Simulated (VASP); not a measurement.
HPbNO4: single point with PBE

The system is HPbNO4.

```
CELL_PARAMETERS angstrom
4.19923 0.11117 0.16817
1.91600 3.89132 0.12568
1.76085 1.25259 6.37266
ATOMIC_POSITIONS crystal
H 0.88037 0.67082 0.63301
Pb 0.14317 0.91735 0.88723
N 0.26542 0.29401 0.30168
O 0.83886 0.64335 0.78096
O 0.38074 0.20999 0.11302
O 0.30953 0.04677 0.45795
O 0.06671 0.60292 0.32096
```

The cell was built by a generator and needn't be a form met in nature.

The cell isn't the ideal one: atoms moved at random, drawn with an rms of 0.05 Å.

```
Program             : VASP 6.6.1
Task                : single point
Functional          : PBE
Potentials or basis : VASP PAW PBE potentials, release 64 (H, Pb_d, N, O)
Cutoff              : 520 eV
k mesh              : 7 × 7 × 5
Occupations         : fermi-dirac, width 0.05 eV
Spin                : no spin polarisation
```

| Quantity | Value |
| --- | --- |
| Pressure | 2.9 GPa |
| Largest force | 2.633 eV/Å |
| Band gap on the k mesh | 2.79 eV, indirect (least direct gap 2.80 eV) |

Forces in eV/Å, atoms in the order of the input:
```
H    0.040 -0.137 -2.547
Pb   0.005  0.025 -0.070
N   -1.629 -1.774 -1.062
O   -0.085  0.183  2.615
O    0.659  0.697  0.102
O    0.649 -0.963  1.253
O    0.363  1.969 -0.291
```

Stress tensor (GPa, compression positive):
```
-0.60 -0.67  0.13
-0.67  3.83 -2.10
 0.13 -2.10  5.53
```

Levels at points of the mesh, in eV from the valence-band top:
```tsv
k point	band 20	band 21	band 22	band 23	band 24	band 25
(0.00, 0.00, 0.00)	-1.51	-1.29	-0.69	3.45	4.33	5.48
```

Wall time 3.8 min on 4 MPI ranks on Intel(R) Xeon(R) Platinum 8175M CPU @ 2.50GHz (Skylake/Cascade Lake) (shared host), peak memory 0.47 GiB a rank.

Caveat: the standard files for N, O and F lose accuracy on very short bonds; spin-orbit coupling is left out, which as a rule narrows the gap of such compounds by several tenths of an eV; an odd mesh through Γ misses points on the zone boundary, where band edges often lie.
